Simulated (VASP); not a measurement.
```
CaIr3
1.0
    4.29032     0.00000     0.00000
    0.00000     4.29032     0.00000
    0.00000     0.00000     4.29032
Ir Ca
3 1
Cartesian
 -0.02190   2.15501   2.10722
  2.16231   2.14466   0.01309
  2.15005  -0.03417   2.14515
 -0.00014   0.02482   0.02486
```

All values below come from PBE GGA, VASP's PBE PAW potentials (set 64) (plane waves; VASP). Run with 300 eV cut-off, 4×4×4 Γ-centred mesh, Fermi-Dirac smearing of 0.10 eV, potentials Ir Ca_sv.

At this cut-off the stress carries a Pulay error, which pulls relaxed volumes low.

Q: Which forces act on the atoms, in eV/Å?

A: 
| atom | Fx | Fy | Fz |
|---|---|---|---|
| Ir1 | -0.110 | 0.121 | 0.118 |
| Ir2 | 0.007 | 0.137 | 0.100 |
| Ir3 | 0.025 | -0.143 | 0.061 |
| Ca4 | 0.078 | -0.115 | -0.279 |

Q: Give the stress tensor in GPa (positive for a compressed cell).

A: 
```
-22.53   -0.07    0.07
 -0.07  -22.43    0.04
  0.07    0.04  -22.50
```
The pressure is its mean diagonal, -22.48 GPa.

The structure was generated: CaIr3 was put into an ordered model structure, which need not be its known phase. The cell was not relaxed at this level, atoms are displaced from their ideal sites. The k-mesh is coarse (spacing up to 0.37 per Å, 2π included), so the numbers may not be converged in it. The electron count is odd and the run is not spin-polarised, which forces a metal.
